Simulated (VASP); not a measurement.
Computed with r2SCAN meta-GGA, VASP's PBE PAW potentials (set 64) (plane waves; VASP).

The input files of a VASP run:

### POSCAR
```
MgS
1
    0.0000000000     2.6000000000     2.6000000000
    2.6000000000     0.0000000000     2.6000000000
    2.6000000000     2.6000000000     0.0000000000
Mg S
1 1
Direct
  0.0000000000   0.0000000000   0.0000000000
  0.5000000000   0.5000000000   0.5000000000
```

File KPOINTS:
```
Automatic mesh
0
Gamma
8 8 8
0 0 0
```

INCAR:
```
ALGO = Normal
EDIFF = 1E-6
EDIFFG = -0.01
ENCUT = 480
IBRION = 2
ISIF = 3
ISMEAR = 0
LASPH = T
LCHARG = F
LMIXTAU = T
LREAL = F
LWAVE = F
METAGGA = R2SCAN
NELM = 100
NSW = 60
PREC = Accurate
SIGMA = 0.05
SYSTEM = MgS
```

POTCAR, in this order: Mg S (PBE.64 set). Program: vasp_std.

Q: What will the output report for the number of irreducible k-points (NKPTS), largest plane-wave count, number of space-group operations, FFT grid (NGX, NGY, NGZ)?

A: 
The number of irreducible k-points (NKPTS) comes out as 29 and the largest plane-wave count comes out as 869. The number of space-group operations comes out as 48 and the FFT grid (NGX, NGY, NGZ) comes out as 28 × 28 × 28.

The compound is MgS in the rock salt structure. This run relaxes it. Symmetry was kept, so distortions that lower it aren't found.
